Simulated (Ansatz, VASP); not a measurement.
**Cross-check of Ge7H9 (Ge wire along [111], 14 atoms a period, H-terminated) between VASP and Ansatz**

Aim: how closely do two programs agree when they are given the same cell, functional and k mesh? Of the first pair: The structure shown is the start of the Ansatz relaxation below; VASP solves that cell, so the two are compared at the walk's first step.

Program: Ansatz 0.2.0. Level of theory: plane waves, with VASP 6.6.1 beside it; PBE. Results are calculated unless marked as measured.

### Step 1. The starting structure

The cell holds 32 atoms: 14 Ge and 18 H. Cell: a = 13.420 Å, b = 14.445 Å, c = 9.658 Å, α = 90.0°, β = 90.0°, γ = 90.0°. Vacuum lies along a and b. The structure's axis is c.

### Step 2. Ansatz: relaxation, PBE

Ansatz runs on its PAW soft_1 files.

The two programs are compared at the cell with which this relaxation starts, whose forces are those of its first step.

Input file input.yaml:

```yaml
crystal:
  lattice:
    - [13.42, 0.0, 0.0]
    - [0.0, 14.445, 0.0]
    - [0.0, 0.0, 9.6584914575]
  atoms:
    - { symbol: Ge, position: [0.500015067, 0.499984444, 0.000476299] }
    - { symbol: Ge, position: [0.500015067, 0.499986793, 0.249523701] }
    - { symbol: H, position: [0.256605312, 0.46905172, 0.283625269] }
    - { symbol: H, position: [0.349479056, 0.319609697, 0.283617663] }
    - { symbol: H, position: [0.407142312, 0.71129606, 0.283615665] }
    - { symbol: H, position: [0.592887822, 0.71129606, 0.283615665] }
    - { symbol: H, position: [0.650551077, 0.319609697, 0.283617663] }
    - { symbol: H, position: [0.743424822, 0.46905172, 0.283625269] }
    - { symbol: Ge, position: [0.351680724, 0.420420684, 0.336361563] }
    - { symbol: Ge, position: [0.500015067, 0.659119691, 0.3363603] }
    - { symbol: Ge, position: [0.648349409, 0.420420684, 0.336361563] }
    - { symbol: Ge, position: [0.351455239, 0.420296198, 0.582573448] }
    - { symbol: Ge, position: [0.500015067, 0.65937021, 0.582574396] }
    - { symbol: Ge, position: [0.648574895, 0.420296198, 0.582573448] }
    - { symbol: H, position: [0.256901412, 0.630374095, 0.615257943] }
    - { symbol: H, position: [0.500015067, 0.239174017, 0.615251658] }
    - { symbol: H, position: [0.743128721, 0.630374095, 0.615257943] }
    - { symbol: H, position: [0.256901412, 0.369597142, 0.634742057] }
    - { symbol: H, position: [0.500015067, 0.760797219, 0.634748342] }
    - { symbol: H, position: [0.743128721, 0.369597142, 0.634742057] }
    - { symbol: Ge, position: [0.351455239, 0.579675039, 0.667426552] }
    - { symbol: Ge, position: [0.500015067, 0.340601027, 0.667425604] }
    - { symbol: Ge, position: [0.648574895, 0.579675039, 0.667426552] }
    - { symbol: Ge, position: [0.351680724, 0.579550553, 0.913638437] }
    - { symbol: Ge, position: [0.500015067, 0.340851546, 0.9136397] }
    - { symbol: Ge, position: [0.648349409, 0.579550553, 0.913638437] }
    - { symbol: H, position: [0.256605312, 0.530919517, 0.966374731] }
    - { symbol: H, position: [0.349479056, 0.68036154, 0.966382337] }
    - { symbol: H, position: [0.407142312, 0.288675177, 0.966384335] }
    - { symbol: H, position: [0.592887822, 0.288675177, 0.966384335] }
    - { symbol: H, position: [0.650551077, 0.68036154, 0.966382337] }
    - { symbol: H, position: [0.743424822, 0.530919517, 0.966374731] }
kpoints:
  mp_grid: { grid: [1, 1, 7] }
  band_path: { path: ["Γ", Z], npoints: 90 }
scf:
  occupations: { method: fermi_dirac, width: 0.05 }
hamiltonian:
  xc: pbe
  pseudopotentials: { kind: paw, azcp: { folder: soft_1 } }
relax:
  max_steps: 40
  f_tol: 0.02
output:
  stress: true
```

The run is started by

```bash
ansatz run input.yaml --threads 4 --pin off --max-ram 16384MiB --backend cpu --events-out ev --progress --plain --runs-dir out
```

Numbers of over 12 decimals in the logs are rounded to 6 here.

Log:

```text
Warning: output.stress: scf.convergence.dr2_threshold = 1e-7 eV (the SCF's general default) is looser than the 3.2e-9 eV advised for a printed stress (1e-10 eV for each atom of the cell: 32). What an SCF threshold leaves in a stress goes as its square root, and in the free energy as the threshold itself, and one threshold admits the most on a small cell: [figures from the program's tests cut] Every solve of this run  [...]
Engine: ansatz 0.2.0, aarch64-unknown-linux-gnu
Pseudopotentials: kind: paw
Pseudopotential: Ge, paw, valence charge 14, recommended cutoff 420 eV (normal), soft_1/Ge.paw.azcp
Pseudopotential: H, paw, valence charge 1, recommended cutoff 420 eV (normal), soft_1/H.paw.azcp
Functional definition: PBE
  parameter kappa = 0.804
  parameter beta = 0.066725
  exchange = pbe_x(kappa = kappa, mu = beta*pi^2/3)
  correlation = pbe_c(beta = beta)
Crystal: 32 atoms, lattice volume = 1872.317 Å³
Basis set: ecut = 420 eV, 36561 PW (Γ), exchange–correlation on 180×200×144 points (8 copies of the dense FFT grid, shifted against one another)
Bands: 139, of which v1, the nominal top of the filled ones, is band 107 counted from 1 (106 counted from 0)
Symmetry: 4 space group operations
Space group: P2/m (ITA 10), of the structure as read, at distance tolerance 1.2e-4 Å
k-points: 4 of 7
Non-local potential: Ge, projectors of the file, l = 0: 2, l = 1: 2, l = 2: 3, l = 3: 1
Non-local potential: H, projectors of the file, l = 0: 2, l = 1: 1
PAW form: soft (Blöchl's): semilocal exchange-correlation on the pseudo side does not see the compensation charge
PAW one-centre angular grid: Ge, 590 points (default); XC on 64 Gauss nodes
PAW one-centre angular grid: H, 110 points (default); XC on 64 Gauss nodes
Initial density: superposition of atomic densities (neutral atoms: chi_scale 0, normalization atom)
Initial wavefunctions: pseudopotential atomic-orbital guess
Functional: x = pbe(κ = 0.804, μ = 0.219515), c = pbe(β = 0.066725)
SCF iter   1: F=—  HF=-60416.238212 eV  |F-HF|=—  |Δ(HF+E_count)|=         —  Δρ=3.13e-2  dr2=1.55e1  ethr=3.10e-3  ⟨swp⟩=7.0  Hψ=2331  notcnv=0  defer=11
preconditioner: auto → Resta (q_TF=auto, 1.901 Å⁻¹)  ε∞=1.6  [insulator: Δε(μ)=3.441 eV  Ē_g=9.908 eV  σ=0.050 eV  W_gap=1.00  n_scr=200 (ndim 8)  ℏωp=7.4 eV  f_vac=0.660  D(μ)=0.00/eV (n_scr^D=0)  ε∞_Penn≈1.6  vacuum switching on, ρ_ref=7.1e-3 e/Å³]
SCF iter   2: F=—  HF=-60412.471210 eV  |F-HF|=—  |Δ(HF+E_count)|=    3.77e0  Δρ=1.35e-2  dr2=3.24e0  ethr=3.10e-3  ⟨swp⟩=3.0  Hψ=799  notcnv=0  defer=101
SCF iter   3: F=—  HF=-60411.661475 eV  |F-HF|=—  |Δ(HF+E_count)|=   8.10e-1  Δρ=2.49e-3  dr2=4.10e-1  ethr=1.52e-3  ⟨swp⟩=4.0  Hψ=680  notcnv=0  defer=101
SCF iter   4: F=—  HF=-60411.567579 eV  |F-HF|=—  |Δ(HF+E_count)|=   9.39e-2  Δρ=1.04e-3  dr2=1.06e-2  ethr=1.92e-4  ⟨swp⟩=3.5  Hψ=701  notcnv=0  defer=99
SCF iter   5: F=—  HF=-60411.572987 eV  |F-HF|=—  |Δ(HF+E_count)|=   5.41e-3  Δρ=1.88e-4  dr2=1.15e-3  ethr=4.94e-6  ⟨swp⟩=2.0  Hψ=948  notcnv=0  defer=99
SCF iter   6: F=—  HF=-60411.572976 eV  |F-HF|=—  |Δ(HF+E_count)|=   1.18e-5  Δρ=5.48e-5  dr2=1.48e-4  ethr=5.35e-7  ⟨swp⟩=2.0  Hψ=908  notcnv=0  defer=99
SCF iter   7: F=-60411.572968 eV  HF=-60411.572964 eV  |F-HF|=4.40e-6  |Δ(HF+E_count)|=   1.20e-5  Δρ=1.90e-5  dr2=8.31e-6  ethr=4.67e-9  ⟨swp⟩=3.2  Hψ=2022  notcnv=0
SCF 1 converged in 7 iterations: F = -60411.572968 eV  dr2 = 8.31e-6
  greatest PAW one-centre occupation: 0.998 electrons in one spin orbital (limit 2), on the Ge atom at site 25 (counted from 0), in its partial waves of l = 2
relax step   1: F+E_penalty+E_count = -60411.57296799 eV  Δ(F+E_penalty+E_count) = +0.000e0 eV  max|allowed force component| = 4.654e-1 eV/Å  Δτ_max = 0.0000 Å  (7 SCF iters, dr2 threshold 1.00e-5 eV, accepted)
Initial density: handed on by an earlier stage of this run
Initial wavefunctions: those handed on with the density
iter 1 solved again at ethr=1.16e-4 eV; its pass at ethr=3.10e-3 eV (dr2=2.48e-1 eV) is discarded
[...]
atom  30  H      0.00035137     0.00052135    -0.00073656
  atom  31  H     -0.00063082     0.00004013    -0.00072684
  atom  32  H     -0.00027581    -0.00056146    -0.00074611
  max |Σ_I F_I| component: 1.84e-18 eV/Å
--- Stress (GPa, compression-positive) ---
        0.002039       0.000000       0.000000
        0.000000      -0.000819       0.000021
        0.000000       0.000021       0.311843
  P = ⅓ Tr σ = 0.1044 GPa (1.044 kbar)
--- Band table (eV) ---
  k-point 0: bands = [... 103 lower, -4.1880, -3.9981, -3.9978, -3.1824, 0.2745, 0.4256, 0.4281, 0.4580, ... 28 higher]
  k-point 1: bands = [... 103 lower, -4.1456, -3.9452, -3.9449, -3.2441, 0.2045, 0.3275, 0.3319, 0.4958, ... 28 higher]
  k-point 2: bands = [... 103 lower, -4.1650, -3.8627, -3.8626, -3.4323, 0.1071, 0.2832, 0.2886, 0.4976, ... 28 higher]
  k-point 3: bands = [... 103 lower, -4.1607, -3.8184, -3.8183, -3.7440, 0.0634, 0.2558, 0.3163, 0.3224, ... 28 higher]
--- Relaxed structure (4 steps of the walk, 4 accepted, 0 SCFs on fresh bases) ---
  F+E_penalty+E_count = -60411.71021866 eV   max|allowed force component| = 5.619e-3 eV/Å
  atoms:
    - { symbol: Ge, position: [0.500015, 0.499983, -0.00138519] }
    - { symbol: Ge, position: [0.500015, 0.499988, 0.251385] }
    - { symbol: H, position: [0.256624, 0.469229, 0.274791] }
    - { symbol: H, position: [0.349657, 0.319538, 0.274773] }
    - { symbol: H, position: [0.406986, 0.711193, 0.274767] }
    - { symbol: H, position: [0.593044, 0.711193, 0.274767] }
    - { symbol: H, position: [0.650374, 0.319538, 0.274773] }
    - { symbol: H, position: [0.743406, 0.469229, 0.274791] }
    - { symbol: Ge, position: [0.350157, 0.419603, 0.331762] }
    - { symbol: Ge, position: [0.500015, 0.660758, 0.331753] }
    - { symbol: Ge, position: [0.649873, 0.419603, 0.331762] }
    - { symbol: Ge, position: [0.350309, 0.419679, 0.584108] }
    - { symbol: Ge, position: [0.500015, 0.660606, 0.584101] }
    - { symbol: Ge, position: [0.649721, 0.419679, 0.584108] }
    - { symbol: H, position: [0.256816, 0.630415, 0.607774] }
    - { symbol: H, position: [0.500015, 0.239081, 0.607771] }
    - { symbol: H, position: [0.743214, 0.630415, 0.607774] }
    - { symbol: H, position: [0.256816, 0.369556, 0.642226] }
    - { symbol: H, position: [0.500015, 0.760890, 0.642229] }
    - { symbol: H, position: [0.743214, 0.369556, 0.642226] }
    - { symbol: Ge, position: [0.350309, 0.580292, 0.665892] }
    - { symbol: Ge, position: [0.500015, 0.339366, 0.665899] }
    - { symbol: Ge, position: [0.649721, 0.580292, 0.665892] }
    - { symbol: Ge, position: [0.350157, 0.580369, 0.918238] }
    - { symbol: Ge, position: [0.500015, 0.339213, 0.918247] }
    - { symbol: Ge, position: [0.649873, 0.580369, 0.918238] }
    - { symbol: H, position: [0.256624, 0.530742, 0.975209] }
    - { symbol: H, position: [0.349657, 0.680434, 0.975227] }
    - { symbol: H, position: [0.406986, 0.288778, 0.975233] }
    - { symbol: H, position: [0.593044, 0.288778, 0.975233] }
    - { symbol: H, position: [0.650374, 0.680434, 0.975227] }
    - { symbol: H, position: [0.743406, 0.530742, 0.975209] }
```

Reading the cycles: dr2 is the Hartree energy of the density residual (eV), the measure of convergence; HF is the Harris–Foulkes estimate of the energy, which meets the free energy F at convergence.

### Step 3. VASP: single point, PBE, start cell, pair 1

The same cell, functional, mesh and smearing now go to VASP, with its own data sets.

Lines of VASP's logs that name or quote its potential files are left out, and so is its time.

Input file INCAR:

```
SYSTEM = Ge7H9
PREC = Accurate
ENCUT = 410
EDIFF = 1E-06
NELM = 120
ISMEAR = -1
SIGMA = 0.05
LREAL = Auto
ALGO = Normal
GGA = PE
NBANDS = 132
LORBIT = 11
LWAVE = .FALSE.
LCHARG = .FALSE.
ISIF = 2
LASPH = .TRUE.
GGA_COMPAT = .FALSE.
EFERMI = MIDGAP
KPAR = 4
```

Input file POSCAR:

```
Ge7H9
1.0
   13.4200000000      0.0000000000      0.0000000000
    0.0000000000     14.4450000000      0.0000000000
    0.0000000000      0.0000000000      9.6584914575
Ge H
14 18
Direct
    0.5000000000      0.4999844237      0.0004762649
    0.5000000000      0.4999867774      0.2495237492
    0.3516656482      0.4204206646      0.3363615574
    0.5000000000      0.6591196608      0.3363603150
    0.6483343518      0.4204206646      0.3363615574
    0.3514401640      0.4202961925      0.5825734541
    0.5000000000      0.6593701973      0.5825744376
    0.6485598360      0.4202961925      0.5825734541
    0.3514401640      0.5796750087      0.6674265600
    0.5000000000      0.3406010038      0.6674255765
    0.6485598360      0.5796750087      0.6674265600
    0.3516656482      0.5795505365      0.9136384567
    0.5000000000      0.3408515403      0.9136396991
    0.6483343518      0.5795505365      0.9136384567
    0.2565902384      0.4690517134      0.2836252681
    0.3494640090      0.3196096919      0.2836176582
    0.4071272355      0.7112960540      0.2836156393
    0.5928727645      0.7112960540      0.2836156393
    0.6505359910      0.3196096919      0.2836176582
    0.7434097616      0.4690517134      0.2836252681
    0.2568863636      0.6303740741      0.6152579578
    0.5000000000      0.2391740049      0.6152516938
    0.7431136364      0.6303740741      0.6152579578
    0.2568863636      0.3695971270      0.6347420564
    0.5000000000      0.7607971963      0.6347483203
    0.7431136364      0.3695971270      0.6347420564
    0.2565902384      0.5309194877      0.9663747460
    0.3494640090      0.6803615092      0.9663823558
    0.4071272355      0.2886751471      0.9663843748
    0.5928727645      0.2886751471      0.9663843748
    0.6505359910      0.6803615092      0.9663823558
    0.7434097616      0.5309194877      0.9663747460
```

Input file KPOINTS:

```
Automatic mesh
0
Gamma
1 1 7
0 0 0
```

Potentials, in the order of the species: Ge_d and H (PBE family, release 64).

The run is started by

```bash
mpirun -np 4 vasp_std
```

Log:

```text
[banner, memory and clock lines left out]
running    4 mpi-ranks, on    1 nodes
[...]
LDA part: xc-table for (Slater+PW92), standard interpolation
 POSCAR, INCAR and KPOINTS ok, starting setup
[...]
entering main loop
       N       E                     dE             d eps       ncg     rms          rms(c)
DAV:   1     0.181497319528E+04    0.18150E+04   -0.92359E+04  1152   0.174E+03
DAV:   2     0.177054158015E+03   -0.16379E+04   -0.15837E+04  1416   0.395E+02
DAV:   3    -0.106419063923E+03   -0.28347E+03   -0.28174E+03  1464   0.185E+02
DAV:   4    -0.124769995368E+03   -0.18351E+02   -0.18269E+02  1216   0.555E+01
[...]
DAV:  22    -0.120227738992E+03   -0.11705E-04   -0.31958E-06   968   0.269E-02    0.582E-04
DAV:  23    -0.120227740439E+03   -0.14476E-05   -0.36455E-07   824   0.822E-03    0.429E-04
DAV:  24    -0.120227741230E+03   -0.79078E-06   -0.48262E-07   752   0.123E-02
   1 F= -.12022774E+03 E0= -.12022774E+03  d E =-.609292E-14
```

Parts of OUTCAR (step 3):

```text
  Total       -0.9688402     -0.9957007     11.2241007      0.0000000     -0.0008919      0.0000000
  in kB       -0.8290550     -0.8520401      9.6046772      0.0000000     -0.0007632      0.0000000
  external PRESSURE =       2.6411940 kB  Pullay stress =       0.0000000 kB

 POSITION                                       TOTAL-FORCE (eV/Angst)
 -----------------------------------------------------------------------------------
      6.71000      7.22228      0.00460         0.000000      0.000007     -0.323519
      6.71000      7.22231      2.41002         0.000000     -0.000007      0.323519
      4.71935      6.07298      3.24875        -0.038365     -0.017998     -0.475293
      6.71000      9.52098      3.24873         0.000000      0.041480     -0.475145
      8.70065      6.07298      3.24875         0.038365     -0.017998     -0.475293
      4.71633      6.07118      5.62678        -0.004959      0.002239      0.430030
      6.71000      9.52460      5.62679         0.000000      0.002614      0.429493
      8.70367      6.07118      5.62678         0.004959      0.002239      0.430030
      4.71633      8.37341      6.44633        -0.004959     -0.002239     -0.430030
      6.71000      4.91998      6.44632         0.000000     -0.002614     -0.429493
      8.70367      8.37341      6.44633         0.004959     -0.002239     -0.430030
      4.71935      8.37161      8.82437        -0.038365      0.017998      0.475293
      6.71000      4.92360      8.82438         0.000000     -0.041480      0.475145
      8.70065      8.37161      8.82437         0.038365      0.017998      0.475293
[...]
-----------------------------------------------------------------------------------
    total drift:                                0.000000      0.000037      0.000002

  FREE ENERGIE OF THE ION-ELECTRON SYSTEM (eV)
  ---------------------------------------------------
  free  energy   TOTEN  =      -120.2277412302 eV

  energy  without entropy=     -120.2277412302  energy(sigma->0) =     -120.22774123

[... 3 further parts left out ...]
[key lines of the parts left out:]
E-fermi :  -2.2163
```

### Step 4. Side by side

Known differences besides the potentials themselves: the cutoff is 420 eV in Ansatz and 410 eV in VASP (PREC = Accurate, projectors in real space). Total energies have different zeros and are not compared.

Forces on 10 of the 32 atoms, those with the largest forces and the largest differences (eV/Å; atoms numbered as in POSCAR):

```tsv
atom	Ansatz x, y, z	VASP x, y, z
Ge3	-0.020, -0.012, -0.465	-0.038, -0.018, -0.475
Ge4	0.000, 0.023, -0.465	0.000, 0.041, -0.475
Ge5	0.020, -0.012, -0.465	0.038, -0.018, -0.475
Ge8	-0.013, 0.007, 0.426	0.005, 0.002, 0.430
Ge12	-0.020, 0.012, 0.465	-0.038, 0.018, 0.475
Ge13	0.000, -0.023, 0.465	0.000, -0.041, 0.475
Ge14	0.020, 0.012, 0.465	0.038, 0.018, 0.475
H18	0.040, 0.013, -0.072	0.022, 0.002, -0.065
H29	-0.040, -0.013, 0.072	-0.022, -0.002, 0.065
H30	0.040, -0.013, 0.072	0.022, -0.002, 0.065
```

The forces differ by 12 meV/Å r.m.s., which is 6.9 % of the r.m.s. force of 0.170 eV/Å (both taken over all components).

### Step 5. Ansatz: relaxation, PBE

This run makes the geometry at which the two programs are then compared.

The structure compared here is the end of the Ansatz relaxation.

This is the run of step 2 again, met here at its other cell.

[end of part 1 of 2]

[Lines on the potential files, build, host, timing and source positions are cut from VASP's logs without a mark.]

[Logs are printed without paths, hosts, clocks, repeated set-up lines and the standing remarks that a program may print on its own settings, such as how far it seeks lower states.]

[Hosts, paths, dates, database ids (printed as entryN), source tags and the programs' standing remarks are cut or masked in the printed files.]
